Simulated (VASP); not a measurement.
Wanted: the native input for a VASP 6.6.1 run.

```yaml
Task: single point
Functional: PBE
Potentials_or_basis: VASP PAW PBE potentials, release 64 (Gd, N)
Cutoff: 520 eV
k_mesh: 8 × 8 × 6
Occupations: fermi-dirac, width 0.05 eV
Spin: collinear spin, antiferromagnetic start
Starting_moments: "[7.0, -7.0, 0.0, 0.0] μB"
Hubbard_terms: Gd f U = 6 eV
Further_INCAR_settings: ALGO = All; EDIFF = 1e-06
```

The structure of GdN lies in POSCAR:

```
GdN
1.0
    2.5050000000     -2.5050000000      0.0000000000
    2.5050000000      2.5050000000      0.0000000000
    0.0000000000      0.0000000000      5.0100000000
Gd N
2 2
Direct
    0.0000000000      0.0000000000      0.0000000000
    0.5000000000      0.5000000000      0.5000000000
    0.5000000000      0.5000000000      0.0000000000
    0.0000000000      0.0000000000      0.5000000000
```

The cell comes from a database or a generator and needn't be the stable form of this composition.

These files were run (other wordings do the same):

INCAR

```
PREC     = Accurate       # precision mode
ENCUT    = 520            # plane-wave cutoff, eV
EDIFF    = 1E-6           # SCF threshold, eV
ISMEAR   = -1             # smearing method
SIGMA    = 0.05           # smearing width, eV
LREAL    = F              # projectors in reciprocal space
LASPH    = T              # aspherical terms in the spheres
NELM     = 300            # most SCF steps
ALGO     = All            # electronic algorithm
ISIF     = 2              # what is computed and relaxed
LWAVE    = F              # write WAVECAR
LCHARG   = F              # write CHGCAR
ISPIN    = 2              # spin polarisation
MAGMOM   = 7 -7 0 0       # initial moments
LORBIT   = 11             # projections on sites
LMAXMIX  = 6              # l up to which the mixer works
LDAU     = T              # DFT+U
LDAUTYPE = 2            
LDAUL    = 3 -1           # shell
LDAUU    = 6 0            # U, eV
LDAUJ    = 0 0          
LDAUPRINT= 1            
GGA      = PE             # functional
```

KPOINTS

```
regular mesh
0
Gamma
  8 8 6
```

Potentials or basis: VASP PAW PBE potentials, release 64 (Gd, N).

Launch:

```sh
$ cat potpaw_PBE.64/Gd/POTCAR potpaw_PBE.64/N/POTCAR > POTCAR
$ mpirun -np 1 vasp_std > vasp.out
```

Results of the run:

```
Pressure                                              : -0.3 GPa
Band gap on the k mesh                                : 0.02 eV
Net moment                                            : 0.00 μB per cell
Site moments                                          : Gd +6.85, -6.85; N -0.04, +0.04 μB
Valence electrons inside the program's atomic spheres : Gd 15.21; N 3.63
```

Caveat: spin-orbit coupling is left out, which moves the levels of the heavy elements.

It took 21 min on 1 thread of Intel(R) Xeon(R) Platinum 8559C (Emerald Rapids), on a shared host, peak memory 0.52 GiB.
